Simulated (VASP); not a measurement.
Output of a VASP run:

**OUTCAR**
```
 ion  position               nearest neighbor table
   1  0.000  0.000  0.000-  40 1.90  72 1.90  48 1.90  37 1.90  17 3.09  33 3.09  13 3.09   5 3.09
                            25 3.09   9 3.09   3 3.10  35 3.10  27 3.10   4 3.10  36 3.10  12 3.10
   2  0.000  0.000  0.500-  39 1.90  71 1.90  63 1.90  38 1.90  18 3.09  34 3.09  14 3.09   6 3.09
                            26 3.09  10 3.09   4 3.10  36 3.10  12 3.10  35 3.10   3 3.10  27 3.10
   3  0.222  0.111  0.750-  39 1.89  37 1.89  53 1.89  49 1.89  35 3.09   7 3.09  27 3.09  11 3.09
                            19 3.09  15 3.09  17 3.10   1 3.10  13 3.10  18 3.10   2 3.10  14 3.10
   4  0.111  0.222  0.250-  40 1.89  38 1.89  54 1.89  42 1.89  36 3.09  16 3.09  28 3.09  12 3.09
                            20 3.09   8 3.09  18 3.10   2 3.10   6 3.10   1 3.10  17 3.10   5 3.10
   5  0.000  0.333  0.000-  64 1.90  40 1.90  44 1.90  41 1.90  25 3.09   1 3.09  29 3.09  17 3.09
                            21 3.09   9 3.09  27 3.10   7 3.10  31 3.10  28 3.10   4 3.10   8 3.10
   6  0.000  0.333  0.500-  43 1.90  63 1.90  67 1.90  42 1.90  26 3.09   2 3.09  30 3.09  18 3.09
                            22 3.09  10 3.09  28 3.10   4 3.10   8 3.10   7 3.10  27 3.10  31 3.10
   7  0.222  0.444  0.750-  43 1.89  41 1.89  53 1.89  57 1.89  27 3.09   3 3.09  31 3.09  23 3.09
                            19 3.09  11 3.09   5 3.10  17 3.10  21 3.10   6 3.10  18 3.10  22 3.10
   8  0.111  0.556  0.250-  44 1.89  58 1.89  46 1.89  42 1.89  24 3.09  20 3.09  12 3.09  32 3.09
                            28 3.09   4 3.09  22 3.10  10 3.10   6 3.10  21 3.10   9 3.10   5 3.10
   9  0.000  0.667  0.000-  48 1.90  68 1.90  44 1.90  45 1.90  13 3.09  21 3.09  33 3.09   1 3.09
                            29 3.09   5 3.09  11 3.10  35 3.10  31 3.10  12 3.10  32 3.10   8 3.10
  10  0.000  0.667  0.500-  47 1.90  71 1.90  67 1.90  46 1.90  14 3.09  22 3.09  34 3.09   2 3.09
                            30 3.09   6 3.09  32 3.10  12 3.10   8 3.10  11 3.10  35 3.10  31 3.10
  11  0.222  0.778  0.750-  47 1.89  45 1.89  49 1.89  57 1.89   3 3.09  35 3.09  31 3.09  15 3.09
                             7 3.09  23 3.09   9 3.10  13 3.10  21 3.10  14 3.10  10 3.10  22 3.10
  12  0.111  0.889  0.250-  48 1.89  46 1.89  50 1.89  38 1.89  16 3.09  32 3.09  24 3.09   8 3.09
                             4 3.09  36 3.09  10 3.10  14 3.10   2 3.10  13 3.10   9 3.10   1 3.10
  13  0.333  0.000  0.000-  48 1.90  52 1.90  60 1.90  49 1.90   9 3.09  17 3.09  21 3.09   1 3.09
                            29 3.09  25 3.09  11 3.10   3 3.10  15 3.10  12 3.10  16 3.10  24 3.10
  14  0.333  0.000  0.500-  47 1.90  39 1.90  51 1.90  50 1.90  10 3.09  18 3.09  22 3.09   2 3.09
                            30 3.09  26 3.09  12 3.10  16 3.10  24 3.10  11 3.10   3 3.10  15 3.10
  15  0.556  0.111  0.750-  51 1.89  65 1.89  61 1.89  49 1.89  31 3.09  27 3.09  19 3.09  23 3.09
                            11 3.09   3 3.09  29 3.10  25 3.10  13 3.10  30 3.10  26 3.10  14 3.10
  16  0.444  0.222  0.250-  52 1.89  50 1.89  54 1.89  66 1.89  12 3.09   4 3.09  24 3.09  32 3.09
                            28 3.09  20 3.09  14 3.10  18 3.10  30 3.10  13 3.10  17 3.10  29 3.10
  17  0.333  0.333  0.000-  40 1.90  52 1.90  56 1.90  53 1.90   1 3.09   5 3.09  13 3.09  33 3.09
                            29 3.09  21 3.09   3 3.10   7 3.10  19 3.10   4 3.10  16 3.10  20 3.10
  18  0.333  0.333  0.500-  39 1.90  43 1.90  55 1.90  54 1.90   2 3.09   6 3.09  14 3.09  34 3.09
                            30 3.09  22 3.09   4 3.10  16 3.10  20 3.10   3 3.10   7 3.10  19 3.10
  19  0.556  0.444  0.750-  55 1.89  65 1.89  53 1.89  69 1.89  15 3.09  31 3.09   3 3.09  35 3.09
                             7 3.09  23 3.09  29 3.10  33 3.10  17 3.10  30 3.10  34 3.10  18 3.10
  20  0.444  0.556  0.250-  56 1.89  58 1.89  54 1.89  70 1.89   8 3.09  24 3.09   4 3.09  36 3.09
                            32 3.09  16 3.09  22 3.10  34 3.10  18 3.10  21 3.10  17 3.10  33 3.10
  21  0.333  0.667  0.000-  44 1.90  60 1.90  56 1.90  57 1.90   9 3.09  13 3.09   5 3.09  25 3.09
                            17 3.09  33 3.09  11 3.10   7 3.10  23 3.10   8 3.10  24 3.10  20 3.10
  22  0.333  0.667  0.500-  47 1.90  43 1.90  59 1.90  58 1.90  10 3.09  14 3.09   6 3.09  26 3.09
                            18 3.09  34 3.09   8 3.10  24 3.10  20 3.10  11 3.10  23 3.10   7 3.10
  23  0.556  0.778  0.750-  59 1.89  61 1.89  69 1.89  57 1.89  27 3.09  35 3.09  15 3.09   7 3.09
                            11 3.09  19 3.09  25 3.10  33 3.10  21 3.10  26 3.10  34 3.10  22 3.10
  24  0.444  0.889  0.250-  60 1.89  58 1.89  50 1.89  62 1.89   8 3.09  12 3.09  20 3.09  16 3.09
                            28 3.09  36 3.09  22 3.10  14 3.10  26 3.10  21 3.10  13 3.10  25 3.10
  25  0.667  0.000  0.000-  64 1.90  72 1.90  60 1.90  61 1.90   5 3.09  29 3.09  33 3.09   1 3.09
                            21 3.09  13 3.09  23 3.10  27 3.10  15 3.10  28 3.10  36 3.10  24 3.10
  26  0.667  0.000  0.500-  59 1.90  63 1.90  51 1.90  62 1.90   6 3.09  30 3.09  34 3.09   2 3.09
                            22 3.09  14 3.09  28 3.10  36 3.10  24 3.10  23 3.10  27 3.10  15 3.10
  27  0.889  0.111  0.750-  63 1.89  61 1.89  41 1.89  37 1.89   7 3.09  23 3.09  15 3.09  31 3.09
                             3 3.09  35 3.09   5 3.10  25 3.10   1 3.10   6 3.10  26 3.10   2 3.10
  28  0.778  0.222  0.250-  64 1.89  62 1.89  42 1.89  66 1.89   4 3.09  36 3.09  24 3.09   8 3.09
                            32 3.09  16 3.09   6 3.10  26 3.10  30 3.10   5 3.10  25 3.10  29 3.10
  29  0.667  0.333  0.000-  64 1.90  52 1.90  68 1.90  65 1.90   5 3.09  25 3.09  13 3.09   9 3.09
                            17 3.09  33 3.09  31 3.10  15 3.10  19 3.10  28 3.10  32 3.10  16 3.10
  30  0.667  0.333  0.500-  51 1.90  67 1.90  55 1.90  66 1.90   6 3.09  26 3.09  14 3.09  10 3.09
                            18 3.09  34 3.09  28 3.10  32 3.10  16 3.10  15 3.10  31 3.10  19 3.10
  31  0.889  0.444  0.750-  67 1.89  65 1.89  41 1.89  45 1.89  15 3.09  19 3.09  27 3.09   7 3.09
                            11 3.09  35 3.09  29 3.10   5 3.10   9 3.10  30 3.10   6 3.10  10 3.10
  32  0.778  0.556  0.250-  68 1.89  46 1.89  70 1.89  66 1.89  12 3.09  36 3.09   8 3.09  16 3.09
                            28 3.09  20 3.09  10 3.10  34 3.10  30 3.10   9 3.10  33 3.10  29 3.10
  33  0.667  0.667  0.000-  72 1.90  68 1.90  56 1.90  69 1.90   1 3.09   9 3.09  25 3.09  17 3.09
                            21 3.09  29 3.09  35 3.10  23 3.10  19 3.10  36 3.10  32 3.10  20 3.10
  34  0.667  0.667  0.500-  71 1.90  59 1.90  55 1.90  70 1.90   2 3.09  10 3.09  26 3.09  18 3.09
                            22 3.09  30 3.09  36 3.10  32 3.10  20 3.10  35 3.10  23 3.10  19 3.10
  35  0.889  0.778  0.750-  71 1.89  69 1.89  37 1.89  45 1.89   3 3.09  23 3.09  11 3.09  27 3.09
                            19 3.09  31 3.09   1 3.10  33 3.10   9 3.10   2 3.10  34 3.10  10 3.10
  36  0.778  0.889  0.250-  72 1.89  70 1.89  38 1.89  62 1.89   4 3.09  32 3.09  28 3.09  12 3.09
                            20 3.09  24 3.09   2 3.10  34 3.10  26 3.10  33 3.10   1 3.10  25 3.10
  37  0.000  0.000  0.812-   3 1.89  35 1.89  27 1.89   1 1.90
  38  0.000  0.000  0.312-   4 1.89  36 1.89  12 1.89   2 1.90
  39  0.222  0.111  0.563-   3 1.89   2 1.90  18 1.90  14 1.90
  40  0.111  0.222  0.063-   4 1.89   1 1.90  17 1.90   5 1.90
  41  0.000  0.333  0.812-   7 1.89  27 1.89  31 1.89   5 1.90
  42  0.000  0.333  0.312-  28 1.89   4 1.89   8 1.89   6 1.90
  43  0.222  0.444  0.563-   7 1.89   6 1.90  18 1.90  22 1.90
...
```

OSZICAR:
```
...
RMM:  10    -0.533394611457E+03    0.68875E-01   -0.29526E-01   366   0.956E-01    0.409E-01
RMM:  11    -0.533402804554E+03   -0.81931E-02   -0.54609E-02   386   0.407E-01    0.199E-01
RMM:  12    -0.533403798347E+03   -0.99379E-03   -0.60575E-03   367   0.177E-01    0.442E-02
RMM:  13    -0.533403927992E+03   -0.12965E-03   -0.20298E-03   372   0.828E-02    0.503E-02
RMM:  14    -0.533403947853E+03   -0.19861E-04   -0.22927E-04   363   0.347E-02    0.430E-02
RMM:  15    -0.533404010529E+03   -0.62676E-04   -0.27846E-04   362   0.292E-02    0.404E-02
RMM:  16    -0.533403962754E+03    0.47775E-04   -0.14879E-04   361   0.212E-02    0.454E-03
RMM:  17    -0.533403966211E+03   -0.34573E-05   -0.24144E-05   225   0.105E-02
   1 F= -.53340397E+03 E0= -.53340397E+03  d E =-.533404E+03
       N       E                     dE             d eps       ncg     rms          rms(c)
DAV:   1    -0.533500557576E+03   -0.96595E-01   -0.31539E+01   412   0.133E+01    0.156E+00
RMM:   2    -0.533488604549E+03    0.11953E-01   -0.54598E-01   362   0.159E+00    0.681E-01
RMM:   3    -0.533483630167E+03    0.49744E-02   -0.12330E-01   363   0.685E-01    0.280E-01
RMM:   4    -0.533484133245E+03   -0.50308E-03   -0.14837E-02   376   0.268E-01    0.139E-01
RMM:   5    -0.533484051055E+03    0.82190E-04   -0.30858E-03   363   0.124E-01    0.299E-02
RMM:   6    -0.533484077722E+03   -0.26667E-04   -0.54130E-04   368   0.521E-02    0.193E-02
RMM:   7    -0.533484088516E+03   -0.10794E-04   -0.18412E-04   364   0.267E-02    0.858E-03
RMM:   8    -0.533484088097E+03    0.41890E-06   -0.32396E-05   252   0.117E-02
   2 F= -.53348409E+03 E0= -.53348409E+03  d E =-.801219E-01
       N       E                     dE             d eps       ncg     rms          rms(c)
DAV:   1    -0.533510293271E+03   -0.26205E-01   -0.34008E+00   404   0.438E+00    0.525E-01
RMM:   2    -0.533508727101E+03    0.15662E-02   -0.56431E-02   362   0.518E-01    0.220E-01
RMM:   3    -0.533508200488E+03    0.52661E-03   -0.13118E-02   363   0.222E-01    0.856E-02
RMM:   4    -0.533508249711E+03   -0.49222E-04   -0.15195E-03   373   0.871E-02    0.410E-02
RMM:   5    -0.533508243428E+03    0.62827E-05   -0.34125E-04   365   0.401E-02    0.108E-02
RMM:   6    -0.533508246703E+03   -0.32753E-05   -0.56778E-05   309   0.167E-02
   3 F= -.53350825E+03 E0= -.53350825E+03  d E =-.104280E+00
       N       E                     dE             d eps       ncg     rms          rms(c)
DAV:   1    -0.533508232555E+03    0.10872E-04   -0.57785E-03   428   0.179E-01    0.223E-02
RMM:   2    -0.533508230553E+03    0.20027E-05   -0.11218E-04   352   0.229E-02    0.981E-03
RMM:   3    -0.533508229593E+03    0.95929E-06   -0.25523E-05   224   0.994E-03    0.438E-03
RMM:   4    -0.533508229777E+03   -0.18387E-06   -0.35928E-06   202   0.401E-03
   4 F= -.53350823E+03 E0= -.53350823E+03  d E =-.104264E+00
       N       E                     dE             d eps       ncg     rms          rms(c)
DAV:   1    -0.533509446908E+03   -0.12173E-02   -0.33731E-01   399   0.136E+00    0.166E-01
RMM:   2    -0.533509348205E+03    0.98703E-04   -0.57063E-03   362   0.167E-01    0.728E-02
RMM:   3    -0.533509284062E+03    0.64142E-04   -0.12779E-03   363   0.709E-02    0.270E-02
RMM:   4    -0.533509289221E+03   -0.51584E-05   -0.16060E-04   369   0.281E-02    0.127E-02
RMM:   5    -0.533509288501E+03    0.71993E-06   -0.35165E-05   256   0.127E-02
   5 F= -.53350929E+03 E0= -.53350929E+03  d E =-.105872E-02
```

**OUTCAR**
```
------------------------ aborting loop because EDIFF is reached ----------------------------------------
  FORCE on cell =-STRESS in cart. coord.  units (eV):
  Direction    XX          YY          ZZ          XY          YZ          ZX
  --------------------------------------------------------------------------------------
  Total        3.5674385      3.5674387    -15.1221057      0.0000000      0.0000000      0.0000000
  in kB        7.5639173      7.5639177    -32.0628814      0.0000000      0.0000000      0.0000000
  external PRESSURE =      -5.6450155 kB  Pullay stress =       0.0000000 kB
  volume of cell :      755.65
      direct lattice vectors                 reciprocal lattice vectors
     4.640980826 -8.038414841  0.000000000     0.107735847 -0.062201318  0.000000000
     4.640980826  8.038414841  0.000000000     0.107735847  0.062201318  0.000000000
     0.000000000  0.000000000 10.127683410     0.000000000  0.000000000  0.098739263
  FREE ENERGIE OF THE ION-ELECTRON SYSTEM (eV)
  ---------------------------------------------------
  free  energy   TOTEN  =      -533.5092885008 eV

  energy  without entropy=     -533.5092885008  energy(sigma->0) =     -533.50928850

 reached required accuracy - stopping structural energy minimisation
```
(Selected blocks of OUTCAR.)

**POSCAR**
```
C36Si36
1
    4.6409808260    -8.0384148411     0.0000000000
    4.6409808260     8.0384148411     0.0000000000
    0.0000000000     0.0000000000    10.1276834096
Si C
36 36
Direct
  0.0000000000   0.0000000000   0.0000000000
  0.0000000000   0.0000000000   0.5000000000
  0.2222220000   0.1111110000   0.7501800000
  0.1111110000   0.2222220000   0.2501800000
  0.0000000000   0.3333330000   0.0000000000
  0.0000000000   0.3333330000   0.5000000000
  0.2222220000   0.4444440000   0.7501800000
  0.1111110000   0.5555560000   0.2501800000
  0.0000000000   0.6666670000   0.0000000000
  0.0000000000   0.6666670000   0.5000000000
  0.2222220000   0.7777780000   0.7501800000
  0.1111110000   0.8888890000   0.2501800000
  0.3333330000   0.0000000000   0.0000000000
  0.3333330000   0.0000000000   0.5000000000
  0.5555560000   0.1111110000   0.7501800000
  0.4444440000   0.2222220000   0.2501800000
  0.3333330000   0.3333330000   0.0000000000
  0.3333330000   0.3333330000   0.5000000000
  0.5555560000   0.4444440000   0.7501800000
  0.4444440000   0.5555560000   0.2501800000
  0.3333330000   0.6666670000   0.0000000000
  0.3333330000   0.6666670000   0.5000000000
  0.5555560000   0.7777780000   0.7501800000
  0.4444440000   0.8888890000   0.2501800000
  0.6666670000   0.0000000000   0.0000000000
  0.6666670000   0.0000000000   0.5000000000
  0.8888890000   0.1111110000   0.7501800000
  0.7777780000   0.2222220000   0.2501800000
  0.6666670000   0.3333330000   0.0000000000
  0.6666670000   0.3333330000   0.5000000000
  0.8888890000   0.4444440000   0.7501800000
  0.7777780000   0.5555560000   0.2501800000
  0.6666670000   0.6666670000   0.0000000000
  0.6666670000   0.6666670000   0.5000000000
  0.8888890000   0.7777780000   0.7501800000
  0.7777780000   0.8888890000   0.2501800000
  0.0000000000   0.0000000000   0.8121600000
  0.0000000000   0.0000000000   0.3121600000
  0.2222220000   0.1111110000   0.5632900000
  0.1111110000   0.2222220000   0.0632900000
  0.0000000000   0.3333330000   0.8121600000
  0.0000000000   0.3333330000   0.3121600000
  0.2222220000   0.4444440000   0.5632900000
  0.1111110000   0.5555560000   0.0632900000
  0.0000000000   0.6666670000   0.8121600000
  0.0000000000   0.6666670000   0.3121600000
  0.2222220000   0.7777780000   0.5632900000
  0.1111110000   0.8888890000   0.0632900000
  0.3333330000   0.0000000000   0.8121600000
  0.3333330000   0.0000000000   0.3121600000
  0.5555560000   0.1111110000   0.5632900000
  0.4444440000   0.2222220000   0.0632900000
  0.3333330000   0.3333330000   0.8121600000
  0.3333330000   0.3333330000   0.3121600000
  0.5555560000   0.4444440000   0.5632900000
  0.4444440000   0.5555560000   0.0632900000
  0.3333330000   0.6666670000   0.8121600000
  0.3333330000   0.6666670000   0.3121600000
  0.5555560000   0.7777780000   0.5632900000
  0.4444440000   0.8888890000   0.0632900000
  0.6666670000   0.0000000000   0.8121600000
  0.6666670000   0.0000000000   0.3121600000
  0.8888890000   0.1111110000   0.5632900000
  0.7777780000   0.2222220000   0.0632900000
  0.6666670000   0.3333330000   0.8121600000
  0.6666670000   0.3333330000   0.3121600000
  0.8888890000   0.4444440000   0.5632900000
  0.7777780000   0.5555560000   0.0632900000
  0.6666670000   0.6666670000   0.8121600000
  0.6666670000   0.6666670000   0.3121600000
  0.8888890000   0.7777780000   0.5632900000
  0.7777780000   0.8888890000   0.0632900000
```

Task: Reconstruct the remaining input files.

Result: This is not unique; one that fits is the input of the run itself, PBE GGA, plane waves, VASP's PBE PAW potentials (set 64).

KPOINTS:
```
kpoints
0
Gamma
  1 1 1
```

INCAR:
```
ALGO = Fast
EDIFF = 1E-5
EDIFFG = -0.03
ENCUT = 400
GGA = PE
IBRION = 2
ISIF = 2
ISMEAR = 0
LASPH = T
LCHARG = F
LREAL = Auto
LWAVE = T
NELM = 100
NELMIN = 4
NSW = 20
PREC = Normal
SIGMA = 0.05
SYSTEM = C36Si36
```

POTCAR, in this order: Si C (PBE.64 set). Program: vasp_gam.

At this cut-off the stress carries a Pulay error, which pulls relaxed volumes low. The supercell is sampled at Γ alone, which is coarse: total energies, pressure and levels can be off, energies of defects by several tenths of an eV.

The cell is a supercell, built from SiC (4h).
